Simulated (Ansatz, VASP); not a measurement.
# Mg2CuSi3: VASP beside Ansatz

Contents of INCAR:

```
ALGO = Normal
EDIFF = 1E-6
ENCUT = 520
GGA = PE
ISIF = 2
ISMEAR = -1
LASPH = True
LCHARG = False
LREAL = False
LWAVE = False
NBANDS = 22
NELM = 80
PREC = Accurate
SIGMA = 0.05
```

The input KPOINTS:

```
k-points
0
Gamma
  6 6 6
```

POSCAR

```
Mg2CuSi3
1.0
    2.6680118973      1.5403773871      3.8613185812
   -2.6680118973      1.5403773871      3.8613185812
    0.0000000000     -3.0807547742      3.8613185812
Cu Si Mg
1 3 2
Direct
    0.0000000000      0.0000000000      0.0000000000
    0.0000000000      0.0000000000      0.5000000000
    0.5000000000      0.0000000000      0.0000000000
    0.0000000000      0.5000000000      0.0000000000
    0.3727150000      0.3727150000      0.3727150000
    0.6272850000      0.6272850000      0.6272850000
```

File input.yaml:

```yaml
crystal:
  lattice:
    - [2.6680118973, 1.5403773871, 3.8613185812]
    - [-2.6680118973, 1.5403773871, 3.8613185812]
    - [0.0, -3.0807547742, 3.8613185812]
  atoms:
    - { symbol: Cu, position: [0.0, 0.0, 0.0] }
    - { symbol: Si, position: [0.0, 0.0, 0.5] }
    - { symbol: Si, position: [0.5, 0.0, 0.0] }
    - { symbol: Si, position: [0.0, 0.5, 0.0] }
    - { symbol: Mg, position: [0.372715, 0.372715, 0.372715] }
    - { symbol: Mg, position: [0.627285, 0.627285, 0.627285] }
hamiltonian:
  xc: pbe
  pseudopotentials: { kind: paw }
kpoints:
  mp_grid: { grid: [6, 6, 6] }
scf:
  occupations: { method: fermi_dirac, width: 0.05 }
output:
  forces: true
  stress: true
  eigenvalues: true
```

The cell comes from a database or a generator and needn't be the stable form of this composition.

Alike in both runs: task single point; functional PBE; k mesh 6 × 6 × 6; occupations fermi-dirac, width 0.05 eV; no spin polarisation.

|  | VASP | Ansatz |
| --- | --- | --- |
| version | VASP 6.6.1 | Ansatz 0.2.0 |
| potentials or method | VASP PAW PBE potentials, release 64 (Cu, Si, Mg) | Ansatz PAW |
| plane-wave cutoff (eV) | 520 | 420 |
| valence electrons in the cell | 27 | 51 |

```tsv
	VASP	Ansatz	Ansatz less VASP
gap on the k mesh at the Fermi level (eV)	none	none	-
pressure (GPa)	0.0	0.2	+0.18
largest component of the traceless stress (GPa)	1.90	1.80	-0.104
rms of the force components (eV/Å)	0.031	0.032	+0.0014
```

Atom by atom the forces differ by 0.001 eV/Å (rms over components). A gap of «none» marks a metal or a gap that the smearing closes. The two sets of potentials don't hold the same shells in valence.
